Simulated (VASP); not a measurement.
Consider the following.

```
MgZnTe2
1.0
    6.33093     0.00000     0.00000
    0.00000     6.33093     0.00000
    0.00000     0.00000     6.38013
Zn Te Mg
2 4 2
Direct
  0.00000   0.00000   0.00000
  0.50000   0.50000   0.00000
  0.25000   0.25000   0.23617
  0.75000   0.75000   0.23617
  0.75000   0.25000   0.76383
  0.25000   0.75000   0.76383
  0.50000   0.00000   0.50000
  0.00000   0.50000   0.50000
```

Level of theory: PBE GGA, VASP's PBE PAW potentials (set 64) (plane waves; VASP 6.6.1). Run with 400 eV cut-off, 4×4×4 Γ-centred mesh, Gaussian smearing of 0.050 eV, potentials Zn Te Mg.

Unless said otherwise, spin-orbit coupling is left out, though it shifts the bands of the heavy elements here.

### Question
Predict the energy per atom (σ→0), band gap (on the k-mesh) with the smallest direct gap where there is one.

### Answer

```json
{
  "band gap (on the k-mesh)": "1.48 eV",
  "smallest direct gap (on the k-mesh)": "1.48 eV",
  "energy per atom (σ→0)": "-2.882 eV/atom"
}
```

The absolute energy has meaning only against runs of the same code, potentials and settings.

The structure was generated: Mg2Zn2Te4 was put into an ordered model structure (P-4m2), which need not be its known phase. It was relaxed first.
